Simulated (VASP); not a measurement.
The system is HfB.

```
Hf B
1.0
     0.00000    2.31000    2.31000
     2.31000    0.00000    2.31000
     2.31000    2.31000    0.00000
Hf B
1 1
Direct
  0.50000 0.50000 0.50000
  0.00000 0.00000 0.00000
```

| Item | Value |
| --- | --- |
| Program | VASP 6.6.1 |
| Task | relaxation of cell and atoms |
| Functional | SCAN |
| Potentials or basis | VASP PAW PBE potentials, release 64 (Hf_pv, B) |
| Cutoff | 600 eV |
| k mesh | 10 × 10 × 10 |
| Occupations | fermi-dirac, width 0.05 eV |
| Spin | no spin polarisation |

At the start: pressure 25.4 GPa; volume 12.33 Å³/atom.

**Question.** How do energy, volume and symmetry change on relaxing?

**Answer.** Over 18 steps the energy falls by 107.6 meV/atom and the volume is 13.81 Å³/atom (+12.0 %); space group Fm-3m (No. 225, to 0.05 Å).

The path:
| step | energy change (eV) | largest force (eV/Å) | pressure (GPa) | volume (Å³) |
| --- | --- | --- | --- | --- |
| 1 | 0.0000 | 0.0000 | 25.43 | 24.65 |
| 2 | 0.1356 | 0.0000 | -21.10 | 32.31 |
| 3 | -0.2150 | 0.0000 | -0.72 | 27.73 |
| 4 | -0.2152 | 0.0000 | -0.08 | 27.63 |
| 5 | -0.2152 | 0.0000 | 0.32 | 27.57 |
| 6 | -0.2152 | 0.0000 | 0.31 | 27.57 |
| 7 | -0.2152 | 0.0000 | 0.28 | 27.58 |
| 8 | -0.2152 | 0.0000 | 0.29 | 27.58 |
| 9 | -0.2152 | 0.0000 | 0.29 | 27.58 |
| 10 | -0.2152 | 0.0000 | 0.29 | 27.58 |
| 11 | -0.2152 | 0.0000 | 0.28 | 27.58 |
| 12 | -0.2152 | 0.0000 | 0.27 | 27.58 |
| 13 | -0.2152 | 0.0000 | 0.26 | 27.58 |
| 14 | -0.2152 | 0.0000 | 0.24 | 27.58 |
| 15 | -0.2152 | 0.0000 | 0.19 | 27.59 |
| 16 | -0.2152 | 0.0000 | 0.10 | 27.60 |
| 17 | -0.2152 | 0.0000 | -0.08 | 27.63 |
| 18 | -0.2152 | 0.0000 | 0.00 | 27.62 |

Final structure:
```cif
data_structure
_symmetry_space_group_name_H-M 'P 1'
_symmetry_Int_Tables_number 1
_cell_length_a 3.3930
_cell_length_b 3.3930
_cell_length_c 3.3930
_cell_angle_alpha 60.000
_cell_angle_beta 60.000
_cell_angle_gamma 60.000
_cell_volume 27.62
loop_
_atom_site_label
_atom_site_type_symbol
_atom_site_fract_x
_atom_site_fract_y
_atom_site_fract_z
_atom_site_occupancy
Hf1 Hf 0.50000 0.50000 0.50000 1
B1 B 0.00000 0.00000 0.00000 1
```

Caveat: the PAW data sets were made with another functional, which shifts forces and pressure a little.
